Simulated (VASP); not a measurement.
# Valence-band splitting and top-band hole masses of zinc-blende BN under uniaxial [111] stress, r2SCAN with spin-orbit coupling on LDA cells

Uniaxial stress lifts the degeneracy at the valence-band top and so decides which holes carry the current in a p-type layer. We examine how stress along [111] splits the three top valence levels of zinc-blende BN, and how the mass of the top hole band differs between compression and tension. The levels are r2SCAN values with spin-orbit coupling, on cells relaxed with LDA at each imposed axial strain. The second and third levels are given as depths below the valence-band top at Γ of the same cell, so a larger number means a deeper level. Masses are in units of the free-electron mass, along and across the stress axis.

## How the numbers were made

The start is a typed prototype cell. The crystal was relaxed with LDA. Strain is imposed along [111]; the strain across the axis is adjusted until the stress across it vanishes, and the atoms are relaxed with LDA. VASP 6.6.1, plane waves with PAW, cutoff 600 eV, no spin polarisation. Band edges are single points at r2SCAN with spin-orbit coupling on these cells, k mesh 11×11×11, read on short lines of k points at the zone centre and through the valleys; energies are counted from the valence-band top at the zone centre. Each level is the mean of a Kramers pair; masses are fitted within 0.05 1/Å of the zone centre and are rough where two bands nearly touch. All levels use the PAW data sets made with LDA.

Notes on method and selection:

- Runs that did not converge, have known faults or may not be shown are not listed, and runs on Ansatz's PAW sets soft_1 and soft_2 are kept to separate tables.

Columns:

- strain (%): strain along the axis (tension positive).
- second level (eV): second valence level below the top at Γ.
- third level (eV): third valence level below the top at Γ.
- mass, axis (mₑ): mass of the top hole band along the axis.
- mass, across (mₑ): mass of the top hole band across the axis.

Input lines of one member:

```
PREC = Accurate
ENCUT = 600
EDIFF = 1E-06
NELM = 100
ISMEAR = 0
SIGMA = 0.02
LREAL = .FALSE.
ALGO = Normal
METAGGA = R2SCAN
LASPH = .TRUE.
LNONCOLLINEAR = .TRUE.
NBANDS = 18
GGA_COMPAT = .FALSE.
LSORBIT = .TRUE.
KPAR = 3
```

Command (options for logging and memory left out): `mpirun -np 3 vasp_ncl`

## Data

| member | sign of the strain | strain (%) | second level (eV) | third level (eV) | mass, axis (mₑ) | mass, across (mₑ) |
| --- | --- | --- | --- | --- | --- | --- |
| −2 % | compression | −2.0 | 0.1440 | 0.1590 | 0.254 | 1.080 |
| −1.5 % | compression | −1.5 | 0.1040 | 0.1193 | 0.249 | 1.125 |
| −1 % | compression | −1.0 | ? | ? | ? | ? |
| −0.5 % | compression | −0.5 | 0.03170 | 0.0483 | 0.239 | 1.060 |
| 0 % | compression | 0.0 | 1.00×10⁻⁴ | 0.0216 | 1.134 | 1.027 |
| 0 % | tension | 0.0 | 1.00×10⁻⁴ | 0.0216 | 1.134 | 1.027 |
| +0.5 % | tension | 0.5 | 0.01100 | 0.0447 | 1.213 | 0.416 |
| +1 % | tension | 1.0 | 0.01260 | 0.0710 | 1.195 | 0.416 |
| +1.5 % | tension | 1.5 | 0.01320 | 0.1020 | 1.270 | 0.417 |
| +2 % | tension | 2.0 | 0.01340 | 0.1278 | 1.320 | 0.424 |

Cells marked ? are withheld until the estimate has been made.

Least-squares fits to the members shown, with x = strain (%); R² and errors in the fitted variable (y, or ln y where the fit is in ln y):

| y | sign of the strain | members | fit | R² | rms residual | leave-one-out rms | the same for the mean of the others |
| --- | --- | --- | --- | --- | --- | --- | --- |
| third level (eV) | compression | 4 | y = 0.01789 − 0.06916 x | 1.00 | 0.0033 | 0.0076 | 0.073 |
| third level (eV) | tension | 5 | y = 0.01948 + 0.05394 x | 1.00 | 0.0018 | 0.0032 | 0.048 |
| second level (eV) | compression | 4 | y = −0.002070 − 0.07202 x | 1.00 | 0.0021 | 0.0048 | 0.076 |
| second level (eV) | tension | 5 | y = 0.004300 + 0.005760 x | 0.65 | 0.0030 | 0.0061 | 0.0063 (fit hardly better) |

## Reading the trend

Without strain the two upper levels coincide and the third lies 0.0216 eV below them, which is the spin-orbit splitting $\Delta$. Strain of either sign pushes the third level down, faster in compression: (0.1590 − 0.0483) / 1.5 = 0.0738 eV per % between −0.5 and −2 %, against (0.1278 − 0.0447) / 1.5 = 0.0554 eV per % between +0.5 and +2 %.

The second level behaves differently on the two sides. In compression it follows the third, 0.1590 − 0.1440 = 0.0150 eV above it at −2 %. In tension it stays close to the top and levels off at 0.0134 eV. Both small gaps are near $2\Delta/3$ = 2 × 0.0216 / 3 = 0.0144 eV, the spin-orbit splitting left in a pair of p orbitals once strain has moved the third orbital away.

The masses show which orbital is on top. A p orbital pointing along the axis overlaps strongly in that direction and gives a light hole there, but a heavy one across. This is the compressed case, with 0.254 along and 1.080 across at −2 %. In tension the pair of p orbitals lying across the axis is on top, and the masses are 1.320 along and 0.424 across at +2 %. From compression to tension the axial mass therefore rises about fivefold (1.320 / 0.254 = 5.20), while the transverse mass falls by a factor of 1.080 / 0.424 = 2.55. The masses at zero strain belong to touching bands and do not describe a separate top band.

The sign of the orbital splitting results from competing changes in bond angles and bond lengths, whose shares the columns do not give. The extra compressive stress that r2SCAN finds on these cells is nearly isotropic and should shift the three levels together rather than split them.

## Predicting the missing value

Plain estimates from the members shown:

- −1 % (compression), fit at x = −1.0: 0.0871 eV
- −1 % (compression), straight-line interpolation between −1.5 % and −0.5 %: w = (−1.0 − (−1.5)) / (−0.5 − (−1.5)) = 0.500, so 0.1193 + 0.500 × (0.0483 − 0.1193) = 0.0838 eV

The straight-line fit gives 0.0871 eV, but it already lies too high at −0.5 %, because it ignores the flattening of the curve near zero strain. Interpolation between the neighbours, 0.0838 eV, is better but still cuts across part of that curvature.

We use the three-orbital model. With $D$ the size of the strain splitting without spin-orbit coupling, the third level in compression lies at

$$E_3=\sqrt{D^2+\tfrac{2}{3}\Delta D+\Delta^2},\qquad \Delta=0.0216\ \text{eV}.$$

Solved for the splitting, this reads $D=\sqrt{E_3^2-\Delta^2+(\Delta/3)^2}-\Delta/3$, with a third of the spin-orbit splitting equal to 0.0216 / 3 = 0.0072 eV. The two neighbouring rows give

- −0.5 %: √(0.0483² − 0.0216² + 0.0072²) − 0.0072 = 0.0366 eV, or 0.0366 / 0.5 = 0.0732 eV per %
- −1.5 %: √(0.1193² − 0.0216² + 0.0072²) − 0.0072 = 0.11035 eV, or 0.11035 / 1.5 = 0.0736 eV per %

The midpoint, (0.0732 + 0.0736) / 2 = 0.0734 eV per %, gives at −1 %

√(0.0734² + 0.0144 × 0.0734 + 0.0216²) = 0.0831 eV.

As a test, we apply the same route to −1.5 % from the rows at −0.5 and −2 %. The latter gives √(0.1590² − 0.0216² + 0.0072²) − 0.0072 = 0.15049 eV, or 0.15049 / 2 = 0.0752 eV per %. Linear interpolation of the splitting per % then gives 1.5 × (0.0732 + (2 / 3) × (0.0752 − 0.0732)) = 0.1118 eV at −1.5 %, and the third level follows as √(0.1118² + 0.0144 × 0.1118 + 0.0216²) = 0.1207 eV against the tabulated 0.1193 eV, a miss of 0.0014 eV. In tension the model reads $E_3=\tfrac12\left[\Delta+D+\sqrt{D^2-\tfrac{2}{3}\Delta D+\Delta^2}\right]$. Solved for the splitting, this is $D=E_3(E_3-\Delta)/(E_3-\tfrac{2}{3}\Delta)$. The neighbours of +1 % give 0.0447 × (0.0447 − 0.0216) / (0.0447 − 0.0144) = 0.0341 eV and 0.1020 × (0.1020 − 0.0216) / (0.1020 − 0.0144) = 0.0936 eV, so the midpoint per % is (0.0341 / 0.5 + 0.0936 / 1.5) / 2 = 0.0653 eV. The third level at +1 % is then (0.0653 + 0.0216 + √(0.0653² − 0.0144 × 0.0653 + 0.0216²)) / 2 = 0.0742 eV against 0.0710 eV, a miss of 0.0032 eV. The root mean square of the two misses, 0.0025 eV, is our error bar.

**Committed estimate, −1 % (compression): third level = 0.0831 ± 0.0025 eV.**

## The withheld result

| member | sign of the strain | strain (%) | second level (eV) | third level (eV) | mass, axis (mₑ) | mass, across (mₑ) |
| --- | --- | --- | --- | --- | --- | --- |
| −1 % | compression | −1.0 | 0.06840 | 0.0840 | 0.243 | 1.127 |

| member | estimate | third level (eV) | computed | estimate − computed | miss in error bars |
| --- | --- | --- | --- | --- | --- |
| −1 % (compression) | committed | 0.0831 | 0.0840 | −0.0009 | 0.4 |
| −1 % (compression) | fit | 0.0871 | 0.0840 | +0.0030 |  |
| −1 % (compression) | interpolation | 0.0838 | 0.0840 | −0.0002 |  |

The estimate of 0.0831 eV lies 0.0009 eV below the computed 0.0840 eV, inside its error bar. It is better than the straight-line fit, which is 0.0030 eV too high, but worse than plain interpolation, which misses by only 0.0002 eV.

We were right to expect the fit to come out too high. Our objection to interpolation failed: we expected it to overshoot because the curve bends near zero strain, yet it came out slightly low. The bend is worth only 0.0838 − 0.0831 = 0.0007 eV here, less than the irregularity from row to row.

The second level offers a separate check of the mechanism. In the three-orbital model it lies at $E_2=\tfrac12(D-\Delta+E_3)$ in compression. The computed third level gives a strain splitting of √(0.0840² − 0.0216² + 0.0072²) − 0.0072 = 0.07429 eV, and so a second level at (0.07429 − 0.0216 + 0.0840) / 2 = 0.0683 eV, against 0.0684 eV in the table. The masses, 0.243 along the axis and 1.127 across, also fit a top band built from the orbital along the axis.

## Where the trend breaks

Least-squares fits to the whole series, with x = strain (%); R² and errors in the fitted variable (y, or ln y where the fit is in ln y):

| y | sign of the strain | members | fit | R² | rms residual | leave-one-out rms | the same for the mean of the others |
| --- | --- | --- | --- | --- | --- | --- | --- |
| third level (eV) | compression | 5 | y = 0.01728 − 0.06916 x | 1.00 | 0.0032 | 0.0068 | 0.061 |
| third level (eV) | tension | 5 | y = 0.01948 + 0.05394 x | 1.00 | 0.0018 | 0.0032 | 0.048 |
| second level (eV) | compression | 5 | y = −0.002380 − 0.07202 x | 1.00 | 0.0020 | 0.0042 | 0.064 |
| second level (eV) | tension | 5 | y = 0.004300 + 0.005760 x | 0.65 | 0.0030 | 0.0061 | 0.0063 (fit hardly better) |

Largest departures from the fit to the whole series:

| member | sign of the strain | third level (eV) | fit | computed − fit | in rms residuals |
| --- | --- | --- | --- | --- | --- |
| +1 % | tension | 0.0710 | 0.0734 | −0.0024 | 1.3 |
| 0 % | compression | 0.0216 | 0.0173 | +0.0043 | 1.3 |
| 0 % | tension | 0.0216 | 0.0195 | +0.0021 | 1.2 |
| −0.5 % | compression | 0.0483 | 0.0519 | −0.0036 | 1.1 |

None stands out: the largest departures are 1.3 rms residuals. The two zero-strain entries, which are one and the same calculation, lie above their lines (+0.0043 and +0.0021 eV) and −0.5 % lies below (−0.0036 eV), as expected when a straight line is drawn through a curve that starts with a gentler slope because spin-orbit coupling already splits the levels. The same bend accounts for the sign at +1 % (−0.0024 eV), though small remainders of the atomic relaxation may add to it.

## Rules of thumb and their limits

Between −2 and +2 %, compression gives a top hole band that is light along [111] and heavy across it, and tension reverses this. Within one sign of strain, interpolating the third level between the rows 0.5 % below and above misses by at most (0.0840 + 0.0216) / 2 − 0.0483 = 0.0045 eV, at −0.5 %, next to the bend. Interpolation across zero strain fails, because the level deepens on both sides.

For devices the second level matters most. With a thermal energy of roughly 0.026 eV at room temperature, a state at the second level holds about exp(−0.0684 / 0.026) = 0.07 times as many holes as one at the top at −1 %, but exp(−0.0134 / 0.026) = 0.6 times at +2 %. Compression of 1 % or more therefore leaves mainly one band in use near Γ, whereas under tension both upper bands carry holes and the top-band mass alone does not describe transport.

Of the omitted physics, lattice vibrations should shift the three upper valence levels largely together, so the splittings should change much less than the levels themselves.

[Logs are printed without paths, hosts, clocks, repeated set-up lines and the standing remarks that a program may print on its own settings, such as how far it seeks lower states.]
